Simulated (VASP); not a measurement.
Output of a VASP run:

OSZICAR:
```
...
RMM:   2    -0.206954793754E+03   -0.12296E-01   -0.14189E-01  1360   0.653E-01    0.238E-01
RMM:   3    -0.206957450510E+03   -0.26568E-02   -0.27399E-02  1374   0.280E-01    0.299E-01
RMM:   4    -0.206957549915E+03   -0.99404E-04   -0.39961E-03  1416   0.132E-01    0.259E-01
RMM:   5    -0.206957271427E+03    0.27849E-03   -0.16921E-03  1377   0.719E-02    0.755E-02
RMM:   6    -0.206957333880E+03   -0.62454E-04   -0.46379E-04  1359   0.350E-02    0.488E-02
RMM:   7    -0.206957304404E+03    0.29476E-04   -0.77561E-05  1180   0.202E-02    0.343E-02
RMM:   8    -0.206957288714E+03    0.15690E-04   -0.76762E-05  1069   0.130E-02    0.186E-02
RMM:   9    -0.206957290809E+03   -0.20950E-05   -0.41402E-05   978   0.100E-02
   7 F= -.20695729E+03 E0= -.20693803E+03  d E =-.103857E-01  mag=     2.0000
       N       E                     dE             d eps       ncg     rms          rms(c)
DAV:   1    -0.206956606825E+03    0.68189E-03   -0.20607E+00  1480   0.239E+00    0.476E-01
RMM:   2    -0.206960749734E+03   -0.41429E-02   -0.47171E-02  1360   0.373E-01    0.143E-01
RMM:   3    -0.206961555013E+03   -0.80528E-03   -0.87339E-03  1369   0.157E-01    0.149E-01
RMM:   4    -0.206961621701E+03   -0.66688E-04   -0.16109E-03  1423   0.771E-02    0.138E-01
RMM:   5    -0.206961526683E+03    0.95017E-04   -0.52506E-04  1381   0.400E-02    0.424E-02
RMM:   6    -0.206961542597E+03   -0.15914E-04   -0.16198E-04  1187   0.191E-02    0.265E-02
RMM:   7    -0.206961538989E+03    0.36088E-05   -0.20911E-05   858   0.970E-03
   8 F= -.20696154E+03 E0= -.20694227E+03  d E =-.424818E-02  mag=     2.0000
       N       E                     dE             d eps       ncg     rms          rms(c)
DAV:   1    -0.206960643906E+03    0.89869E-03   -0.65932E-01  1488   0.135E+00    0.274E-01
RMM:   2    -0.206961993563E+03   -0.13497E-02   -0.15622E-02  1360   0.215E-01    0.840E-02
RMM:   3    -0.206962265741E+03   -0.27218E-03   -0.29373E-03  1369   0.909E-02    0.864E-02
RMM:   4    -0.206962289616E+03   -0.23874E-04   -0.54908E-04  1425   0.447E-02    0.794E-02
RMM:   5    -0.206962258054E+03    0.31561E-04   -0.15333E-04  1221   0.227E-02    0.289E-02
RMM:   6    -0.206962263304E+03   -0.52494E-05   -0.67039E-05   983   0.114E-02
   9 F= -.20696226E+03 E0= -.20694299E+03  d E =-.497249E-02  mag=     2.0000
       N       E                     dE             d eps       ncg     rms          rms(c)
DAV:   1    -0.206962211298E+03    0.46756E-04   -0.21435E-02  1528   0.245E-01    0.576E-02
RMM:   2    -0.206962250345E+03   -0.39047E-04   -0.56687E-04  1358   0.410E-02    0.180E-02
RMM:   3    -0.206962262665E+03   -0.12319E-04   -0.13146E-04  1130   0.175E-02    0.174E-02
RMM:   4    -0.206962262830E+03   -0.16519E-06   -0.16940E-05   816   0.959E-03
  10 F= -.20696226E+03 E0= -.20694299E+03  d E =-.497202E-02  mag=     2.0000
       N       E                     dE             d eps       ncg     rms          rms(c)
DAV:   1    -0.206961793494E+03    0.46917E-03   -0.52060E-01  1408   0.126E+00    0.331E-01
RMM:   2    -0.206962987615E+03   -0.11941E-02   -0.13575E-02  1360   0.230E-01    0.951E-02
RMM:   3    -0.206963176593E+03   -0.18898E-03   -0.24271E-03  1368   0.982E-02    0.771E-02
RMM:   4    -0.206963197937E+03   -0.21344E-04   -0.50177E-04  1407   0.508E-02    0.701E-02
RMM:   5    -0.206963181631E+03    0.16306E-04   -0.12445E-04  1322   0.261E-02    0.235E-02
RMM:   6    -0.206963185523E+03   -0.38923E-05   -0.47096E-05  1011   0.122E-02
  11 F= -.20696319E+03 E0= -.20694391E+03  d E =-.922693E-03  mag=     2.0000
```

OUTCAR:
```
------------------------ aborting loop because EDIFF is reached ----------------------------------------
  FORCE on cell =-STRESS in cart. coord.  units (eV):
  Direction    XX          YY          ZZ          XY          YZ          ZX
  --------------------------------------------------------------------------------------
  Total       18.5990086     18.5777045     18.6389871     -0.0266564      0.0113378     -0.0421539
  in kB       23.0571785     23.0307678     23.1067398     -0.0330459      0.0140555     -0.0522582
  external PRESSURE =      23.0648954 kB  Pullay stress =       0.0000000 kB
  volume of cell :     1292.39
      direct lattice vectors                 reciprocal lattice vectors
    10.892596236  0.000000000  0.000000000     0.091805478  0.000000000  0.000000000
     0.000000000 10.892596236  0.000000000     0.000000000  0.091805478  0.000000000
     0.000000000  0.000000000 10.892596236     0.000000000  0.000000000  0.091805478
  FREE ENERGIE OF THE ION-ELECTRON SYSTEM (eV)
  ---------------------------------------------------
  free  energy   TOTEN  =      -206.9631855234 eV

  energy  without entropy=     -206.9246348268  energy(sigma->0) =     -206.94391018

 total charge

# of ion       s       p       d       tot
------------------------------------------
    1        0.520   0.465   9.796  10.781
    2        0.520   0.460   9.796  10.776
    3        0.520   0.460   9.796  10.776
    4        0.522   0.461   9.796  10.779
    5        0.520   0.460   9.796  10.777
    6        0.520   0.458   9.796  10.774
    7        0.520   0.460   9.796  10.776
    8        0.520   0.460   9.796  10.777
    9        0.522   0.460   9.795  10.777
   10        0.522   0.460   9.795  10.777
   11        0.520   0.458   9.796  10.774
   12        0.522   0.460   9.795  10.777
   13        0.520   0.460   9.796  10.776
   14        0.520   0.465   9.796  10.781
   15        0.520   0.460   9.796  10.776
   16        0.520   0.460   9.796  10.777
   17        0.522   0.460   9.795  10.777
   18        0.522   0.460   9.795  10.777
   19        0.521   0.465   9.796  10.782
   20        0.522   0.460   9.795  10.777
   21        0.522   0.460   9.795  10.777
   22        0.520   0.460   9.796  10.776
   23        0.522   0.460   9.795  10.777
   24        0.522   0.460   9.795  10.777
   25        0.520   0.460   9.796  10.776
   26        0.520   0.458   9.796  10.774
   27        0.522   0.460   9.795  10.776
   28        0.520   0.460   9.796  10.776
   29        0.522   0.460   9.795  10.777
   30        0.522   0.460   9.795  10.776
   31        0.520   0.460   9.796  10.776
   32        1.321   2.429   0.000   3.751
   33        1.321   2.430   0.000   3.751
   34        1.321   2.430   0.000   3.751
   35        1.322   2.432   0.000   3.754
   36        1.321   2.430   0.000   3.751
   37        1.321   2.430   0.000   3.751
   38        1.322   2.432   0.000   3.754
   39        1.321   2.430   0.000   3.751
   40        1.332   2.403   0.000   3.735
   41        1.321   2.430   0.000   3.751
   42        1.321   2.430   0.000   3.751
   43        1.321   2.430   0.000   3.751
   44        1.322   2.431   0.000   3.753
   45        1.321   2.429   0.000   3.751
   46        1.321   2.429   0.000   3.751
   47        1.321   2.430   0.000   3.751
   48        1.332   2.403   0.000   3.735
...
```
(Selected blocks of OUTCAR.)

### POSCAR
```
Zn31S32
1
   10.8925962364     0.0000000000     0.0000000000
    0.0000000000    10.8925962364    -0.0000000000
   -0.0000000000    -0.0000000000    10.8925962364
Zn S
31 32
Direct
  0.5000000000   0.0000000000   0.0000000000
  0.7500000000   0.2500000000   0.0000000000
  0.7500000000   0.0000000000   0.2500000000
  0.0000000000   0.0000000000   0.0000000000
  0.2500000000   0.2500000000   0.0000000000
  0.5000000000   0.5000000000   0.0000000000
  0.7500000000   0.7500000000   0.0000000000
  0.2500000000   0.0000000000   0.2500000000
  0.5000000000   0.2500000000   0.2500000000
  0.7500000000   0.5000000000   0.2500000000
  0.5000000000   0.0000000000   0.5000000000
  0.7500000000   0.2500000000   0.5000000000
  0.7500000000   0.0000000000   0.7500000000
  0.0000000000   0.5000000000   0.0000000000
  0.2500000000   0.7500000000   0.0000000000
  0.0000000000   0.2500000000   0.2500000000
  0.2500000000   0.5000000000   0.2500000000
  0.5000000000   0.7500000000   0.2500000000
  0.0000000000   0.0000000000   0.5000000000
  0.2500000000   0.2500000000   0.5000000000
  0.7500000000   0.7500000000   0.5000000000
  0.2500000000   0.0000000000   0.7500000000
  0.5000000000   0.2500000000   0.7500000000
  0.7500000000   0.5000000000   0.7500000000
  0.0000000000   0.7500000000   0.2500000000
  0.0000000000   0.5000000000   0.5000000000
  0.2500000000   0.7500000000   0.5000000000
  0.0000000000   0.2500000000   0.7500000000
  0.2500000000   0.5000000000   0.7500000000
  0.5000000000   0.7500000000   0.7500000000
  0.0000000000   0.7500000000   0.7500000000
  0.6250000000   0.1250000000   0.1250000000
  0.8750000000   0.3750000000   0.1250000000
  0.8750000000   0.1250000000   0.3750000000
  0.1250000000   0.1250000000   0.1250000000
  0.3750000000   0.3750000000   0.1250000000
  0.6250000000   0.6250000000   0.1250000000
  0.8750000000   0.8750000000   0.1250000000
  0.3750000000   0.1250000000   0.3750000000
  0.6254310000   0.3793190000   0.3786720000
  0.8750000000   0.6250000000   0.3750000000
  0.6250000000   0.1250000000   0.6250000000
  0.8750000000   0.3750000000   0.6250000000
  0.8750000000   0.1250000000   0.8750000000
  0.1250000000   0.6250000000   0.1250000000
  0.3750000000   0.8750000000   0.1250000000
  0.1250000000   0.3750000000   0.3750000000
  0.3759780000   0.6267640000   0.3753730000
  0.6250000000   0.8750000000   0.3750000000
  0.1250000000   0.1250000000   0.6250000000
  0.3761220000   0.3793290000   0.6265310000
  0.6245090000   0.6224530000   0.6285640000
  0.8750000000   0.8750000000   0.6250000000
  0.3750000000   0.1250000000   0.8750000000
  0.6250000000   0.3750000000   0.8750000000
  0.8750000000   0.6250000000   0.8750000000
  0.1250000000   0.8750000000   0.3750000000
  0.1250000000   0.6250000000   0.6250000000
  0.3750000000   0.8750000000   0.6250000000
  0.1250000000   0.3750000000   0.8750000000
  0.3750000000   0.6250000000   0.8750000000
  0.6250000000   0.8750000000   0.8750000000
  0.1250000000   0.8750000000   0.8750000000
```

Write an INCAR and KPOINTS that could have produced this output.

This is not unique; one that fits is the input of the run itself, PBE GGA, plane waves, VASP's PBE PAW potentials (set 64).

### KPOINTS
```
Automatic mesh
0
Gamma
1 1 1
0 0 0
```

INCAR:
```
# general
SYSTEM   =  Zn31S32
PREC     =  Normal
ENCUT    =  400   # plane-wave cut-off (eV)
LREAL    =  Auto   # projection in real space or not
LASPH    =  .True.
ISYM     =  0
NELECT   =  566.0

# electronic loop
EDIFF    =  1E-5   # SCF stop (eV)
NELM     =  100   # most electronic steps
NELMIN   =  4
ALGO     =  Fast   # Davidson, then RMM-DIIS
LMAXMIX  =  4   # l cut-off of mixed one-centre charges

# smearing
ISMEAR   =  0   # Gaussian
SIGMA    =  0.05   # width (eV)

# functional
GGA      =  PE   # PBE

# spin
ISPIN    =  2
MAGMOM   =  63*0.0317
NUPDOWN  =  2

# ions
IBRION   =  2   # conjugate gradients
NSW      =  60   # most ionic steps
ISIF     =  2   # forces and stress, cell fixed
EDIFFG   =  -0.03   # ionic stop

# output
LWAVE    =  .False.
LCHARG   =  .False.
LORBIT   =  10
```

POTCAR, in this order: Zn S (PBE.64 set). Program: vasp_gam.

The cell is charged, with a uniform compensating background. The supercell is sampled at Γ alone, which is coarse: total energies, pressure and levels can be off, energies of defects by several tenths of an eV.

The cell is a supercell with a defect, built from ZnS (zinc blende): vac_Zn, charge -2.
